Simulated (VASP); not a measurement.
# GW on CuI (Marshite), part 3 of 3

Aim: the quasiparticle gap of CuI (Marshite), and what it costs to get it. The cell is of the zinc-blende type, one of the forms listed for this formula. The start is a cell from a database of measured crystal structures.

VASP 6.6.1, plane waves and PAW; the level of theory is named at each step.

So far, quasiparticle gap on the mesh (eV): step 4 (G0W0, k-mesh 4×4×4) 2.23; step 7 (k-mesh 6×6×6) 2.27. Also gap on the k-mesh (eV): 1.11 in steps 3, 5 and 8.

The database entry behind the starting cell differs from later determinations by our own check (about 0.15 % long (mineral sample)), so it need not match the best structure at ambient conditions.

### Step 9. Empty bands, k-mesh 8×8×8

Level of this step: PBE; plane waves and PAW (Cu_GW, I_GW) (VASP).

The empty bands are made again, for the run that follows.

INCAR reads:

```
SYSTEM = CuI
PREC = Accurate
ENCUT = 440
ISMEAR = 0
SIGMA = 0.01
LREAL = .FALSE.
GGA = PE
NBANDS = 128
LASPH = .TRUE.
ALGO = Exact
NELM = 1
LWAVE = .TRUE.
LCHARG = .FALSE.
LOPTICS = .TRUE.
NEDOS = 1000
CSHIFT = 0.1
```

POSCAR reads:

```
CuI
1.0
    0.0000000000      3.0315000000      3.0315000000
    3.0315000000      0.0000000000      3.0315000000
    3.0315000000      3.0315000000      0.0000000000
Cu I
1 1
Direct
    0.2500000000      0.2500000000      0.2500000000
    0.0000000000      0.0000000000      0.0000000000
```

KPOINTS reads:

```
Automatic mesh
0
Gamma
8 8 8
0 0 0
```

Potentials, in the order of the species: Cu_GW and I_GW (PBE family, release 64).

Run with:

```
> mpirun -np 8 vasp_std
```

What it wrote:

```text
[... set-up lines as in an earlier step ...]
 entering main loop
       N       E                     dE             d eps       ncg     rms          rms(c)
DIA:   1    -0.557768666680E+01   -0.55777E+01    0.00000E+00     0   0.000E+00
   1 F= -.55776867E+01 E0= -.55776867E+01  d E =-.207407E-48
 writing wavefunctions
 optical routines
 imaginary and real dielectric function
 recalculating local potential from charge density
 direction            1
 direction            2
 direction            3
```

Wall time 19 s (8 MPI ranks of Intel Xeon Platinum 8488C (Sapphire Rapids), shared host); peak memory 2 GiB.

From OUTCAR (step 9):

```text
  Total        0.0035229      0.0035229      0.0035229      0.0000000     -0.0000000      0.0000000
  in kB        0.1013000      0.1013000      0.1013000      0.0000000     -0.0000000      0.0000000
  external PRESSURE =       0.1013000 kB  Pullay stress =       0.0000000 kB

  FREE ENERGIE OF THE ION-ELECTRON SYSTEM (eV)
  ---------------------------------------------------
  free  energy   TOTEN  =        -5.5776866668 eV

  energy  without entropy=       -5.5776866668  energy(sigma->0) =       -5.57768667

[... 2 parts as in an earlier step ...]

[... 2 further parts left out ...]
[key lines of the parts left out:]
E-fermi :   4.0641
```

### Step 10. G0W0, k-mesh 8×8×8

This step: G0W0 on PBE; plane waves and PAW (Cu_GW, I_GW) (VASP 6.6.1).

The mesh goes to 8×8×8.

INCAR reads:

```
SYSTEM = CuI
PREC = Accurate
ENCUT = 440
ISMEAR = 0
SIGMA = 0.01
LREAL = .FALSE.
GGA = PE
NBANDS = 128
LASPH = .TRUE.
ALGO = EVGW0
NELMGW = 1
ENCUTGW = 100
NOMEGA = 48
PRECFOCK = Fast
NBANDSGW = 24
LWAVE = .FALSE.
LCHARG = .FALSE.
```

POSCAR is that of step 9.

KPOINTS is that of step 9.

Run with:

```
> mpirun -np 8 vasp_std
```

What it wrote:

```text
[banner, memory and clock lines left out]
running    8 mpi-ranks, on    1 nodes
[...]
[... a notice as in an earlier step ...]

 [... a notice as in an earlier step ...]

 LDA part: xc-table for (Slater+PW92), standard interpolation
 found WAVECAR, reading the header
 POSCAR, INCAR and KPOINTS ok, starting setup
[...]
reading WAVECAR
 the WAVECAR file was read successfully
 initial charge from wavefunction
 available memory per node:     61.51 GB, setting MAXMEM to     62989

 The Fermi energy was updated, please check that it is located mid-gap
 values below the HOMO (VB) or above the LUMO (CB) will cause erroneous energies
 E-fermi :   4.5196

 calculate exact exchange contribution
 the WAVEDER file was read successfully
energies w=
    0.000    0.000    0.487    0.000    0.971    0.000    1.452    0.000
    1.927    0.000    2.395    0.000    2.855    0.000    3.308    0.000
    3.751    0.000    4.187    0.000    4.614    0.000    5.035    0.000
[...]
total number of BLAS operations       8823.11 Gflops
NQ=  25    0.5000    0.3750    0.1250,
|.........|.........|.........|.........|.........|.........|.........|.........
 performed      71310000 updates of chi_q(r,r)
 total number of BLAS operations       9281.48 Gflops
NQ=  26   -0.3750    0.3750    0.1250,
|.........|.........|.........|.........|.........|.........|.........|.........
 performed      75552000 updates of chi_q(r,r)
 total number of BLAS operations       9794.95 Gflops
NQ=  27   -0.2500    0.3750    0.1250,
|.........|.........|.........|.........|.........|.........|.........|.........
 performed      79057000 updates of chi_q(r,r)
 total number of BLAS operations      10233.09 Gflops
NQ=  28   -0.3750    0.5000    0.1250,
|.........|.........|.........|.........|.........|.........|.........|.........
 performed      81855000 updates of chi_q(r,r)
 total number of BLAS operations      10555.49 Gflops
NQ=  29   -0.2500    0.5000    0.2500,
|.........|.........|.........|.........|.........|.........|.........|.........
 performed      83910000 updates of chi_q(r,r)
 total number of BLAS operations      10776.73 Gflops
 resolving degeneracies of screened two electron integrals

 calculate QP shifts <psi_nk| G(iteration)W_0 |psi_nk>: iteration 1
 entering main loop
```

The job ended after 11 min (8 MPI ranks; peak memory 5.1 GiB).

OUTCAR, selected parts (step 10):

```text
 QP shifts <psi_nk| G(iteration)W_0 |psi_nk>: iteration 1
 for sc-GW calculations column KS-energies equals QP-energies in previous step
 and V_xc(KS)=  KS-energies - (<T + V_ion + V_H > + <T+V_H+V_ion>^1  + <V_x>^1)
 k-point   1 :       0.0000    0.0000    0.0000
  band No.  KS-energies  QP-energies   sigma(KS)   V_xc(KS)     V^pw_x(r,r')   Z            occupation Imag(sigma)
    ...
      6       2.1156       1.3096     -20.1414     -18.8738     -28.3568       0.6359       2.0000       0.2052
      7       3.9632       3.2368     -18.0203     -17.0007     -22.9454       0.7124       2.0000       0.1184
      8       3.9632       3.2368     -18.0203     -17.0007     -22.9454       0.7124       2.0000       0.1184
      9       3.9632       3.2368     -18.0203     -17.0007     -22.9454       0.7124       2.0000       0.1184
     10       5.0761       5.5084      -8.7743      -9.3209      -5.1967       0.7908       0.0000      -0.0561
     11       8.8502       9.1375      -8.9022      -9.2751      -4.8330       0.7705       0.0000      -0.0959
     12       8.8502       9.1375      -8.9022      -9.2751      -4.8330       0.7705       0.0000      -0.0959
     13       8.8502       9.1375      -8.9022      -9.2751      -4.8330       0.7705       0.0000      -0.0959
    ...

[... 1 part as in an earlier step ...]

[... 2 further parts left out ...]
[key lines of the parts left out:]
E-fermi :   4.5196
```

The gap is now 2.272 eV, -3 meV against the GW run before. Spin-orbit coupling is left out.

### Step 11. Summary

This step: GW series: G0W0 on PBE; plane waves and PAW (VASP 6.6.1).

No new run; the numbers come from the runs before.

Cost is wall time times ranks on a shared host, with the step that makes the empty bands. GW runs:

```csv
level,bands,ENCUTGW (eV),NOMEGA,k mesh,starting gap (eV),quasiparticle gap (eV),direct gap (eV),cost (core minutes)
G0W0,128,100,48,4x4x4,1.109,2.231,2.231,5.01
G0W0,128,100,48,6x6x6,1.112,2.275,2.275,24.83
G0W0,128,100,48,8x8x8,1.113,2.272,2.272,94.17
```

### Step 12. Results

```
G0W0 on PBE, 128 bands, ENCUTGW 100 eV, NOMEGA 48, mesh 8×8×8 : 1.113 → 2.272 eV
G0W0 on PBE, 128 bands, ENCUTGW 100 eV, NOMEGA 48, mesh 4×4×4 : 1.109 → 2.231 eV
```

G0W0 gives a quasiparticle gap of 2.272 eV on the mesh, 1.16 eV over the PBE gap on the same mesh. On mesh and path the starting valence top lies at Γ and the conduction bottom at Γ, so the starting gap is direct. Both points lie on the GW mesh. The steps of the series move the gap by +44, -3 meV; the last costs 3.8 times the one before. The last step lies within a tolerance of 30 meV, picked for this account, and the last two together move the gap by +41 meV. Every mesh holds the starting band edges. Bands and response cutoff weren't varied. In Cu_GW the d shell is in the valence without all the semicore s and p states of the same shell; those stay frozen in the core, and how far that moves the GW gap wasn't tested here. Spin-orbit coupling is left out; with Cu and I in the cell it can split or shift band edges, by an amount that depends on which atoms form them and isn't tested here. Not tabulated here, as repeats of values shown or as unfit to read for their mesh, reference level or band range: eps2 curves (empty bands); eps1 curves and static values (empty bands); gaps (empty bands).

[Lines on the potential files, build, host, timing and source positions are cut from VASP's logs without a mark.]

[Logs are printed without paths, hosts, clocks, repeated set-up lines and the standing remarks that a program may print on its own settings, such as how far it seeks lower states.]

[Hosts, paths, dates, database ids (printed as entryN), source tags and the programs' standing remarks are cut or masked in the printed files.]

[Pressures printed for these runs are not shown converged in the cutoff: they can be off by several GPa and have the wrong sign.]
